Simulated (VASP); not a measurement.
Method: r2SCAN meta-GGA, VASP's PBE PAW potentials (set 64) (plane waves; VASP).

VASP ran on this input.

### KPOINTS
```
Automatic mesh
0
Gamma
6 6 6
0 0 0
```

### POSCAR
```
Ga2O3
1
    4.7151522246    -2.4987612784    -0.0010358356
    4.7151522246     2.4987612784    -0.0010358356
    3.3918574260     0.0000000000     4.1196814211
Ga O
4 6
Direct
  0.8554003372   0.8554003372   0.8554003372
  0.3554003372   0.3554003372   0.3554003372
  0.1445996628   0.1445996628   0.1445996628
  0.6445996628   0.6445996628   0.6445996628
  0.4467570336   0.0532429664   0.7500000000
  0.0532429664   0.7500000000   0.4467570336
  0.5532429664   0.9467570336   0.2500000000
  0.2500000000   0.5532429664   0.9467570336
  0.9467570336   0.2500000000   0.5532429664
  0.7500000000   0.4467570336   0.0532429664
```

**INCAR**
```
SYSTEM = Ga2O3
PREC = Accurate
ENCUT = 520
EDIFF = 1E-7
NELM = 100
ALGO = Normal
LREAL = .FALSE.
LASPH = .TRUE.
ISMEAR = -5
METAGGA = R2SCAN
LMIXTAU = .TRUE.
LMAXMIX = 4
LWAVE = .FALSE.
LCHARG = .FALSE.
LORBIT = 11
NEDOS = 601
ISIF = 2
LEFG = .TRUE.
```

KPOINTS_OPT:
```
k-points along high-symmetry lines
8
Line-mode
Reciprocal
  0.000000   0.000000   0.000000 ! GAMMA
  0.500000   0.500000   0.500000 ! T

  0.500000   0.500000   0.500000 ! T
  0.500000   0.764583   0.235417 ! H_2

  0.235417   0.500000  -0.235417 ! H_0
 -0.000000   0.500000  -0.000000 ! L

 -0.000000   0.500000  -0.000000 ! L
  0.000000   0.000000   0.000000 ! GAMMA

  0.000000   0.000000   0.000000 ! GAMMA
 -0.000000   0.367709  -0.367709 ! S_0

  0.367709   0.632291  -0.000000 ! S_2
  0.500000   0.500000  -0.000000 ! F

  0.500000   0.500000  -0.000000 ! F
  0.000000   0.000000   0.000000 ! GAMMA
```

POTCAR, in this order: Ga_d O (PBE.64 set). Program: vasp_std.

What VASP printed:

File OSZICAR:
```
       N       E                     dE             d eps       ncg     rms          rms(c)
DAV:   1     0.119454200096E+04    0.11945E+04   -0.41496E+04  3828   0.326E+03
DAV:   2     0.140733245257E+03   -0.10538E+04   -0.10113E+04  3488   0.845E+02
DAV:   3    -0.108105289368E+03   -0.24884E+03   -0.24399E+03  3828   0.273E+02
DAV:   4    -0.127697629945E+03   -0.19592E+02   -0.19430E+02  4248   0.828E+01
DAV:   5    -0.128314613456E+03   -0.61698E+00   -0.61548E+00  4320   0.149E+01    0.157E+01
DAV:   6    -0.105572486475E+03    0.22742E+02   -0.20572E+01  5492   0.620E+01    0.457E+00
DAV:   7    -0.100999423316E+03    0.45731E+01   -0.35721E+00  3768   0.125E+01    0.307E+00
DAV:   8    -0.111552054081E+03   -0.10553E+02   -0.39933E+00  5020   0.214E+01    0.193E+00
DAV:   9    -0.101761018544E+03    0.97910E+01   -0.16485E+00  4012   0.134E+01    0.609E-01
DAV:  10    -0.102033228006E+03   -0.27221E+00   -0.36423E-01  3800   0.437E+00    0.418E-01
DAV:  11    -0.101996782830E+03    0.36445E-01   -0.18575E-01  3668   0.307E+00    0.242E-01
DAV:  12    -0.102131641799E+03   -0.13486E+00   -0.20073E-02  4484   0.953E-01    0.210E-01
DAV:  13    -0.102321565164E+03   -0.18992E+00   -0.95301E-02  4048   0.285E+00    0.615E-02
DAV:  14    -0.102329917456E+03   -0.83523E-02   -0.16902E-02  3936   0.918E-01    0.684E-02
DAV:  15    -0.102334310020E+03   -0.43926E-02   -0.20252E-03  3496   0.326E-01    0.378E-02
DAV:  16    -0.102334166346E+03    0.14367E-03   -0.40657E-04  4968   0.243E-01    0.151E-02
DAV:  17    -0.102334266834E+03   -0.10049E-03   -0.20839E-04  3748   0.130E-01    0.837E-03
DAV:  18    -0.102334356183E+03   -0.89349E-04   -0.45954E-05  4084   0.543E-02    0.420E-03
DAV:  19    -0.102334351968E+03    0.42152E-05   -0.44539E-06  3596   0.139E-02    0.312E-03
DAV:  20    -0.102334357228E+03   -0.52599E-05   -0.45900E-06  4000   0.201E-02    0.199E-03
DAV:  21    -0.102334360740E+03   -0.35122E-05   -0.15382E-06  4932   0.166E-02    0.913E-04
DAV:  22    -0.102334360364E+03    0.37614E-06   -0.51063E-07  3496   0.502E-03    0.839E-04
DAV:  23    -0.102334360170E+03    0.19339E-06   -0.40975E-08  2052   0.430E-03    0.707E-04
DAV:  24    -0.102334360771E+03   -0.60124E-06   -0.18817E-07  2288   0.416E-03    0.243E-04
DAV:  25    -0.102334360797E+03   -0.25304E-07   -0.10683E-07  1900   0.355E-03
   1 F= -.10233436E+03 E0= -.10233436E+03  d E =0.000000E+00
       N       E                     dE             ncg
       N       E                     dE             ncg
```

OUTCAR:
```
------------------------ aborting loop because EDIFF is reached ----------------------------------------
  FORCE on cell =-STRESS in cart. coord.  units (eV):
  Direction    XX          YY          ZZ          XY          YZ          ZX
  --------------------------------------------------------------------------------------
  Total        0.0321549      0.1555541      0.1428284      0.0000000     -0.0000000     -0.0396274
  in kB        0.5305975      2.5668437      2.3568536      0.0000000     -0.0000000     -0.6539039
  external PRESSURE =       1.8180983 kB  Pullay stress =       0.0000000 kB
  volume of cell :       97.09
      direct lattice vectors                 reciprocal lattice vectors
     4.715152225 -2.498761278 -0.001035836     0.106021939 -0.200099147 -0.087291046
     4.715152225  2.498761278 -0.001035836     0.106021939  0.200099147 -0.087291046
     3.391857426  0.000000000  4.119681421     0.000053315  0.000000000  0.242693320
 POSITION                                       TOTAL-FORCE (eV/Angst)
 -----------------------------------------------------------------------------------
     10.96808      0.00000      3.52220        -0.014185     -0.000000     -0.004555
      4.55700      0.00000      1.46340        -0.014185     -0.000000     -0.004555
      1.85408      0.00000      0.59540         0.014185     -0.000000      0.004555
      8.26516      0.00000      2.65421         0.014185     -0.000000      0.004555
      4.90147     -0.98330      3.08924         0.000000     -0.002914      0.000000
      5.30275      1.74103      1.83966        -0.000772      0.001457      0.002403
      7.92069      0.98330      1.02837         0.000000      0.002914      0.000000
      6.99868      0.75773      3.89951        -0.000772     -0.001457      0.002403
      7.51941     -1.74103      2.27795         0.000772     -0.001457     -0.002403
      5.82348     -0.75773      0.21810         0.000772      0.001457     -0.002403
 -----------------------------------------------------------------------------------
    total drift:                                0.000000     -0.000000     -0.000000
  FREE ENERGIE OF THE ION-ELECTRON SYSTEM (eV)
  ---------------------------------------------------
  free  energy   TOTEN  =      -102.3343607967 eV

  energy  without entropy=     -102.3343607967  energy(sigma->0) =     -102.33436080

 total charge

# of ion       s       p       d       tot
------------------------------------------
    1        0.627   0.703  10.262  11.591
    2        0.627   0.703  10.262  11.591
    3        0.627   0.703  10.262  11.591
    4        0.627   0.703  10.262  11.591
    5        1.561   3.546   0.000   5.107
    6        1.561   3.546   0.000   5.107
    7        1.561   3.546   0.000   5.107
    8        1.561   3.546   0.000   5.107
    9        1.561   3.546   0.000   5.107
   10        1.561   3.546   0.000   5.107
--------------------------------------------------
tot         11.873  24.086  41.047  77.005

 Electric field gradients after diagonalization (V/A^2)
 (convention: |V_zz| > |V_xx| > |V_yy|)
----------------------------------------------------------------------
 ion       V_xx      V_yy      V_zz     asymmetry (V_yy - V_xx)/ V_zz
----------------------------------------------------------------------
   1     -11.889   -11.888    23.777       0.000
   2     -11.889   -11.888    23.777       0.000
   3     -11.889   -11.888    23.777       0.000
   4     -11.889   -11.888    23.777       0.000
   5      41.358    10.050   -51.408       0.609
   6      41.358    10.050   -51.408       0.609
   7      41.358    10.050   -51.408       0.609
   8      41.358    10.050   -51.408       0.609
   9      41.358    10.050   -51.408       0.609
  10      41.358    10.050   -51.408       0.609
```
(Selected blocks of OUTCAR.)

The compound is Ga2O3 in the corundum structure, the metastable α form; monoclinic β is stable. It was relaxed first.
